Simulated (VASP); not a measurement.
AlN:

```
Al N
1.0
     3.11300    0.00000    0.00000
    -1.55650    2.69594    0.00000
     0.00000    0.00000    4.98100
Al N
2 2
Direct
  0.33333 0.66667 0.00000
  0.66667 0.33333 0.50000
  0.33333 0.66667 0.38000
  0.66667 0.33333 0.88000
```

```yaml
Program: VASP 6.6.1
Task: relaxation of cell and atoms
Functional: PBE
Potentials_or_basis: VASP PAW PBE potentials, release 64 (Al, N)
Cutoff: 520 eV
k_mesh: 9 × 9 × 4
Occupations: gaussian, width 0.02 eV
Spin: no spin polarisation
```

At the start: pressure 3.5 GPa; volume 10.45 Å³/atom.

Q: Where does the relaxation end?

A: Over 8 steps the energy falls by 2.2 meV/atom and the volume is 10.63 Å³/atom (+1.7 %); space group P6_3mc (No. 186, to 0.05 Å).

The path:
| step | energy change (eV) | largest force (eV/Å) | pressure (GPa) | volume (Å³) |
| --- | --- | --- | --- | --- |
| 1 | 0.0000 | 0.1288 | 3.46 | 41.80 |
| 2 | -0.0018 | 0.0913 | -2.90 | 43.18 |
| 3 | -0.0088 | 0.0039 | 0.00 | 42.52 |
| 4 | -0.0088 | 0.0061 | 0.07 | 42.51 |
| 5 | -0.0088 | 0.0065 | 0.05 | 42.51 |
| 6 | -0.0088 | 0.0069 | 0.04 | 42.51 |
| 7 | -0.0088 | 0.0017 | -0.03 | 42.53 |
| 8 | -0.0088 | 0.0007 | 0.00 | 42.52 |

Final structure:
```
Al N
1.0
     3.12859    0.00000    0.00000
    -1.56429    2.70944    0.00000
     0.00000    0.00000    5.01636
Al N
2 2
Direct
  0.33333 0.66667 0.99926
  0.66667 0.33333 0.49926
  0.33333 0.66667 0.38074
  0.66667 0.33333 0.88074
```
